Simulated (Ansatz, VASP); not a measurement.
# Nb (Nb(110) film of 2 layers): VASP beside Ansatz

Wanted: the spread between two codes on one cell, functional and k mesh. The cell is taken from a series of runs on this material, whose earlier steps may have relaxed, scaled, displaced or heated it; both programs get it as it stands.

Main program and level: Ansatz 0.2.0; plane waves, with VASP 6.6.1 beside it; LDA.

**1. The starting structure**

The cell holds 2 atoms: 2 Nb. Cell: a = 2.638 Å, b = 2.638 Å, c = 28.467 Å, α = 90.0°, β = 90.0°, γ = 74.9°. It derives from Nb. Vacuum lies along c.

Structure file:

```xyz
2
Lattice="1.6047 2.0932 0.0000 -1.6047 2.0932 0.0000 0.0000 0.0000 28.4669" Properties=species:S:1:pos:R:3
Nb    0.0000    0.0000    5.5052
Nb    0.0000    2.0932    7.8282
```

**2. VASP: zone-centre phonons, LDA**

Second derivatives magnify differences that forces hide, and they need a tight electronic threshold.

Lines of VASP's logs that name or quote its potential files are left out, and so is its time.

File INCAR:

```
SYSTEM = Nb
PREC = Accurate
ENCUT = 500
EDIFF = 1E-08
NELM = 120
ISMEAR = 1
SIGMA = 0.2
LREAL = .FALSE.
ALGO = Normal
GGA = PW92
NBANDS = 19
LASPH = .TRUE.
LORBIT = 11
LWAVE = .FALSE.
LCHARG = .FALSE.
ISIF = 2
IBRION = 8
GGA_COMPAT = .FALSE.
NELMDL = -8
KPAR = 2
```

File POSCAR:

```
Nb
1.0
    1.6046599824      2.0932194511      0.0000000000
   -1.6046599824      2.0932194511      0.0000000000
    0.0000000000      0.0000000000     28.4669037684
Nb
2
Direct
    0.0000000000      0.0000000000      0.1933900556
    0.5000000000      0.5000000000      0.2749942164
```

File KPOINTS:

```
Automatic mesh
0
Gamma
6 6 1
0 0 0
```

Potentials, in the order of the species: Nb_sv (LDA family, release 64).

The run is started by

```
mpirun -np 2 vasp_std
```

Numbers of over 12 decimals in the logs are rounded to 6 here.

The program printed:

```text
[banner, memory and clock lines left out]
running    2 mpi-ranks, on    1 nodes
 distrk:  each k-point on    1 cores,    2 groups
 distr:  one band on    1 cores,    1 groups

 POSCAR found type information on POSCAR Nb
 POSCAR found :  1 types and       2 ions
|                                                                             |
|               ----> ADVICE to this user running VASP <----                  |
|                                                                             |
|     You enforced a specific xc type in the INCAR file but a different       |
|     [... a line on the potential file left out ...]
|     I HOPE YOU KNOW WHAT YOU ARE DOING!                                     |
|                                                                             |

 LDA part: xc-table for (Slater(with rela. corr.)+PW92), standard interpolation
 POSCAR, INCAR and KPOINTS ok, starting setup
 FFT: planning ... GRIDC
 FFT: planning ... GRID_SOFT
 FFT: planning ... GRID
 WAVECAR not read
 entering main loop
       N       E                     dE             d eps       ncg     rms          rms(c)
DAV:   1     0.233403952612E+03    0.23340E+03   -0.13894E+04   694   0.108E+03
DAV:   2     0.362043523016E+01   -0.22978E+03   -0.22620E+03   733   0.421E+02
DAV:   3    -0.205289018466E+02   -0.24149E+02   -0.23526E+02   900   0.964E+01
DAV:   4    -0.221454603360E+02   -0.16166E+01   -0.15678E+01   764   0.236E+01
DAV:   5    -0.222127287932E+02   -0.67268E-01   -0.67066E-01   892   0.483E+00
DAV:   6    -0.222155689546E+02   -0.28402E-02   -0.28360E-02   780   0.778E-01
DAV:   7    -0.222156223329E+02   -0.53378E-04   -0.53365E-04   844   0.139E-01
DAV:   8    -0.222156252712E+02   -0.29383E-05   -0.29379E-05   836   0.233E-02    0.112E+01
DAV:   9    -0.205615888609E+02    0.16540E+01   -0.58544E+00   683   0.171E+01    0.411E+00
DAV:  10    -0.204305326075E+02    0.13106E+00   -0.61322E-01   764   0.759E+00    0.119E+00
DAV:  11    -0.204266715855E+02    0.38610E-02   -0.71662E-02   932   0.251E+00    0.821E-01
DAV:  12    -0.204210799648E+02    0.55916E-02   -0.29930E-02   652   0.141E+00    0.220E-01
DAV:  13    -0.204217691774E+02   -0.68921E-03   -0.24114E-03   662   0.463E-01    0.875E-02
DAV:  14    -0.204215349626E+02    0.23421E-03   -0.10325E-03   708   0.242E-01    0.615E-02
[...]
DAV:  21    -0.204229453813E+02   -0.30795E-04   -0.20218E-06   617   0.624E-03    0.702E-04
DAV:  22    -0.204229546412E+02   -0.92599E-05   -0.49871E-07   612   0.257E-03    0.495E-04
DAV:  23    -0.204229621710E+02   -0.75298E-05   -0.33160E-07   537   0.134E-03    0.258E-04
DAV:  24    -0.204229646852E+02   -0.25142E-05   -0.10441E-07   604   0.115E-03    0.119E-04
DAV:  25    -0.204229653334E+02   -0.64821E-06   -0.12191E-08   476   0.820E-04    0.594E-05
DAV:  26    -0.204229654875E+02   -0.15404E-06   -0.25297E-09   449   0.281E-04    0.306E-05
DAV:  27    -0.204229655667E+02   -0.79248E-07   -0.18135E-09   449   0.202E-04    0.221E-05
DAV:  28    -0.204229655765E+02   -0.97511E-08   -0.24751E-10   395   0.130E-04
   1 F= -.20422966E+02 E0= -.20426181E+02  d E =0.964561E-02
 Linear response reoptimize wavefunctions to high precision
DAV:   1    -0.204229655769E+02   -0.46748E-09    0.38186E-11   441   0.831E-05
DAV:   2    -0.204229655771E+02   -0.12551E-09    0.71717E-11   349   0.565E-05
DAV:   3    -0.204229655770E+02    0.98225E-10    0.10786E-10   346   0.396E-05
 Linear response DOF=           3
 Linear response progress:
  Degree of freedom:   1/  3
       N       E                     dE             d eps       ncg     rms          rms(c)
RMM:   1    -0.483266439243E+00   -0.48327E+00    0.49895E+00   551   0.383E+01
RMM:   2    -0.387417354420E+00    0.95849E-01   -0.63012E-01   735   0.542E+00    0.243E-01
RMM:   3    -0.390516448161E+00   -0.30991E-02   -0.41661E-02   964   0.138E+00    0.130E-01
RMM:   4    -0.390771572540E+00   -0.25512E-03   -0.84086E-03  1175   0.504E-01    0.315E-02
RMM:   5    -0.391222024619E+00   -0.45045E-03   -0.18336E-03  1220   0.215E-01    0.470E-02
RMM:   6    -0.391190521424E+00    0.31503E-04   -0.47913E-04  1205   0.981E-02    0.198E-02
RMM:   7    -0.391235136915E+00   -0.44615E-04   -0.18528E-04  1192   0.609E-02    0.859E-03
RMM:   8    -0.391159672127E+00    0.75465E-04   -0.67914E-05  1261   0.368E-02    0.257E-03
RMM:   9    -0.391095034040E+00    0.64638E-04   -0.26084E-05  1176   0.222E-02    0.221E-03
RMM:  10    -0.391100429684E+00   -0.53956E-05   -0.18459E-05  1309   0.125E-02    0.142E-03
RMM:  11    -0.391101641089E+00   -0.12114E-05   -0.64913E-06  1316   0.695E-03    0.141E-03
RMM:  12    -0.391101499700E+00    0.14139E-06   -0.40707E-06  1312   0.438E-03    0.171E-03
RMM:  13    -0.391105086649E+00   -0.35869E-05   -0.18770E-06  1031   0.414E-03    0.559E-04
RMM:  14    -0.391107212173E+00   -0.21255E-05   -0.10495E-06  1192   0.237E-03    0.535E-04
RMM:  15    -0.391107442450E+00   -0.23028E-06   -0.45220E-07  1247   0.157E-03    0.499E-04
RMM:  16    -0.391107631898E+00   -0.18945E-06   -0.41928E-07  1286   0.113E-03    0.497E-04
 first order change of Fermi-energy  -0.10625E-03
 force on displaced ion       1 direction 1 :  -1.639   0.000   0.006
 Linear response progress:
  Degree of freedom:   2/  3
       N       E                     dE             d eps       ncg     rms          rms(c)
RMM:   1    -0.454580751748E+00   -0.45458E+00    0.52050E+00   552   0.385E+01
RMM:   2    -0.352210517797E+00    0.10237E+00   -0.56309E-01   750   0.520E+00    0.261E-01
RMM:   3    -0.355108191277E+00   -0.28977E-02   -0.39227E-02  1001   0.131E+00    0.134E-01
RMM:   4    -0.355108329839E+00   -0.13856E-06   -0.76298E-03  1175   0.478E-01    0.323E-02
RMM:   5    -0.355498190711E+00   -0.38986E-03   -0.12990E-03  1230   0.199E-01    0.529E-02
RMM:   6    -0.355420028680E+00    0.78162E-04   -0.39164E-04  1188   0.931E-02    0.179E-02
RMM:   7    -0.355401667509E+00    0.18361E-04   -0.13788E-04  1222   0.529E-02    0.719E-03
RMM:   8    -0.355282233202E+00    0.11943E-03   -0.57856E-05  1255   0.313E-02    0.264E-03
RMM:   9    -0.355241605416E+00    0.40628E-04   -0.22219E-05  1204   0.189E-02    0.209E-03
RMM:  10    -0.355241894315E+00   -0.28890E-06   -0.14206E-05  1304   0.996E-03    0.117E-03
RMM:  11    -0.355241896479E+00   -0.21635E-08   -0.50912E-06  1333   0.534E-03    0.122E-03
RMM:  12    -0.355240254811E+00    0.16417E-05   -0.31345E-06  1219   0.362E-03    0.196E-03
RMM:  13    -0.355244733264E+00   -0.44785E-05   -0.13603E-06   985   0.466E-03    0.265E-04
RMM:  14    -0.355245962248E+00   -0.12290E-05   -0.48972E-07  1227   0.204E-03    0.199E-04
RMM:  15    -0.355246201798E+00   -0.23955E-06   -0.50669E-07  1285   0.132E-03    0.208E-04
RMM:  16    -0.355246486927E+00   -0.28513E-06   -0.24133E-07  1294   0.957E-04    0.197E-04
RMM:  17    -0.355246675757E+00   -0.18883E-06   -0.20296E-07  1216   0.815E-04    0.220E-04
 first order change of Fermi-energy  -0.12571E-02
 force on displaced ion       1 direction 2 :   0.000  -2.526  -0.010
 Linear response progress:
  Degree of freedom:   3/  3
       N       E                     dE             d eps       ncg     rms          rms(c)
RMM:   1    -0.806861484922E+00   -0.80686E+00    0.48374E+00   571   0.377E+01
RMM:   2    -0.741252760099E+00    0.65609E-01   -0.64543E-01   768   0.537E+00    0.236E-01
RMM:   3    -0.748239100475E+00   -0.69863E-02   -0.49572E-02   933   0.142E+00    0.248E-01
RMM:   4    -0.748145987380E+00    0.93113E-04   -0.11460E-02  1128   0.538E-01    0.138E-01
RMM:   5    -0.748378184476E+00   -0.23220E-03   -0.18296E-03  1021   0.294E-01    0.510E-02
RMM:   6    -0.748584567534E+00   -0.20638E-03   -0.68002E-04  1195   0.157E-01    0.204E-02
RMM:   7    -0.748328940986E+00    0.25563E-03   -0.28105E-04  1274   0.766E-02    0.971E-03
RMM:   8    -0.748298730009E+00    0.30211E-04   -0.97966E-05  1323   0.370E-02    0.537E-03
RMM:   9    -0.748256372178E+00    0.42358E-04   -0.31634E-05  1334   0.204E-02    0.172E-03
RMM:  10    -0.748268272982E+00   -0.11901E-04   -0.14212E-05  1281   0.125E-02    0.870E-04
RMM:  11    -0.748260842608E+00    0.74304E-05   -0.64297E-06  1331   0.718E-03    0.466E-04
RMM:  12    -0.748255915923E+00    0.49267E-05   -0.29678E-06  1322   0.435E-03    0.152E-04
RMM:  13    -0.748255448513E+00    0.46741E-06   -0.12886E-06  1321   0.281E-03    0.113E-04
RMM:  14    -0.748255977446E+00   -0.52893E-06   -0.81666E-07  1299   0.197E-03    0.547E-05
RMM:  15    -0.748256382790E+00   -0.40534E-06   -0.38617E-07  1268   0.146E-03    0.607E-05
RMM:  16    -0.748256795274E+00   -0.41248E-06   -0.27868E-07  1286   0.110E-03    0.387E-05
RMM:  17    -0.748256611258E+00    0.18402E-06   -0.15694E-07  1247   0.905E-04    0.212E-05
RMM:  18    -0.748256620838E+00   -0.95806E-08   -0.12546E-07  1283   0.734E-04    0.157E-05
RMM:  19    -0.748256713715E+00   -0.92877E-07   -0.81535E-08  1257   0.639E-04    0.261E-05
RMM:  20    -0.748256544103E+00    0.16961E-06   -0.73765E-08  1205   0.577E-04    0.934E-06
RMM:  21    -0.748256554081E+00   -0.99782E-08   -0.55712E-08  1272   0.521E-04    0.944E-06
 first order change of Fermi-energy   0.23243E-01
 force on displaced ion       1 direction 3 :   0.000  -0.000  -5.420
 Linear response finished
```

From OUTCAR (step 2):

```text
ion  position               nearest neighbor table
   1  0.000  0.000  0.193-   2 2.82   2 2.82
   2  0.500  0.500  0.275-   1 2.82   1 2.82

  LATTYP: Found a base centered orthorhombic cell.
 ALAT       =     3.2093199648
 B/A-ratio  =     1.3044629230
 C/A-ratio  =     8.8700734363

 Subroutine GETGRP returns: Found  8 space group operations
 (whereof  4 operations were pure point group operations)

The static configuration has the point symmetry C_2v.
 The point group associated with its full space group is D_2h.

 Found     13 irreducible k-points:

   k-points           NKPTS =     13   k-points in BZ     NKDIM =     13   number of bands    NBANDS=     19

   dimension x,y,z NGX =    20 NGY =   20 NGZ =  210
   dimension x,y,z NGXF=    40 NGYF=   40 NGZF=  420

   ENCUT  =  500.0 eV  36.75 Ry    6.06 a.u.   4.81  4.81 51.90*2*pi/ulx,y,z

   NELECT =      26.0000    total number of electrons

 k-points in reciprocal lattice and weights: Automatic mesh
   0.00000000  0.00000000  0.00000000       0.028
   0.16666667 -0.00000000  0.00000000       0.111
   0.33333333  0.00000000  0.00000000       0.111
   0.50000000 -0.00000000  0.00000000       0.056
   0.16666667  0.16666667  0.00000000       0.056
   0.33333333  0.16666667  0.00000000       0.111
   0.50000000  0.16666667  0.00000000       0.111
  -0.33333333  0.16666667  0.00000000       0.111
  -0.16666667  0.16666667  0.00000000       0.056
   0.33333333  0.33333333  0.00000000       0.056
   0.50000000  0.33333333  0.00000000       0.111
  -0.33333333  0.33333333  0.00000000       0.056
   0.50000000  0.50000000  0.00000000       0.028

 average (electrostatic) potential at core
       1 -89.4565       2 -89.4565

  Total       -0.7953071      0.2615998     -0.1134822      0.0000000      0.0000000      0.0000000
  in kB       -6.6631166      2.1916945     -0.9507588      0.0000000      0.0000000      0.0000000
  external PRESSURE =      -1.8073936 kB  Pullay stress =       0.0000000 kB

  energy-cutoff  :      500.00
  volume of cell :      191.24
      direct lattice vectors                 reciprocal lattice vectors
     1.604659982  2.093219451  0.000000000     0.311592490  0.238866498  0.000000000
    -1.604659982  2.093219451  0.000000000    -0.311592490  0.238866498  0.000000000
     0.000000000  0.000000000 28.466903768     0.000000000  0.000000000  0.035128513

 POSITION                                       TOTAL-FORCE (eV/Angst)
 -----------------------------------------------------------------------------------
      0.00000      0.00000      5.50522         0.000000      0.000000      0.030645
      0.00000      2.09322      7.82823         0.000000      0.000000     -0.030645
 -----------------------------------------------------------------------------------
    total drift:                               -0.000000      0.000000      0.000036

 Eigenvectors and eigenvalues of the dynamical matrix
 ----------------------------------------------------

   1 f  =    5.340009 THz    33.552267 2PiTHz  178.123530 cm-1    22.084493 meV
             X         Y         Z           dx          dy          dz
      0.000000  0.000000  5.505216     0.000000    0.000000    0.707107
      0.000000  2.093219  7.828234     0.000000   -0.000000   -0.707107

   2 f  =    3.645226 THz    22.903631 2PiTHz  121.591653 cm-1    15.075437 meV
             X         Y         Z           dx          dy          dz
      0.000000  0.000000  5.505216     0.000000   -0.707107   -0.000000
      0.000000  2.093219  7.828234    -0.000000    0.707107   -0.000000

   3 f  =    2.936426 THz    18.450108 2PiTHz   97.948627 cm-1    12.144076 meV
             X         Y         Z           dx          dy          dz
      0.000000  0.000000  5.505216    -0.707107   -0.000000    0.000000
      0.000000  2.093219  7.828234     0.707107    0.000000    0.000000

   4 f  =    0.000000 THz     0.000000 2PiTHz    0.000001 cm-1     0.000000 meV
             X         Y         Z           dx          dy          dz
      0.000000  0.000000  5.505216    -0.110260    0.510217    0.476992
      0.000000  2.093219  7.828234    -0.110260    0.510217    0.476992

   5 f/i=    0.000000 THz     0.000000 2PiTHz    0.000001 cm-1     0.000000 meV
             X         Y         Z           dx          dy          dz
      0.000000  0.000000  5.505216     0.695629    0.036801    0.121434
      0.000000  2.093219  7.828234     0.695629    0.036801    0.121434

   6 f/i=    0.000000 THz     0.000000 2PiTHz    0.000001 cm-1     0.000000 meV
             X         Y         Z           dx          dy          dz
      0.000000  0.000000  5.505216    -0.062796   -0.488185    0.507673
      0.000000  2.093219  7.828234    -0.062796   -0.488185    0.507673

 ELASTIC MODULI CONTR FROM IONIC RELAXATION (kBar)
 Direction    XX          YY          ZZ          XY          YZ          ZX
 --------------------------------------------------------------------------------
 XX         -87.4207   -107.5583   -146.7737      0.0000      0.0000      0.0000
 YY        -107.5583   -132.3347   -180.5834      0.0000      0.0000      0.0000
 ZZ        -146.7737   -180.5834   -246.4235      0.0000      0.0000      0.0000
 XY           0.0000      0.0000      0.0000      0.0000      0.0000      0.0000
 YZ           0.0000      0.0000      0.0000      0.0000   -136.2611      0.0000
 ZX           0.0000      0.0000      0.0000      0.0000      0.0000    -84.0905
 --------------------------------------------------------------------------------
```

(Continued in part 2 of 2.)

[Lines on the potential files, build, host, timing and source positions are cut from VASP's logs without a mark.]

[Logs are printed without paths, hosts, clocks, repeated set-up lines and the standing remarks that a program may print on its own settings, such as how far it seeks lower states.]

[Hosts, paths, dates, database ids (printed as entryN), source tags and the programs' standing remarks are cut or masked in the printed files.]
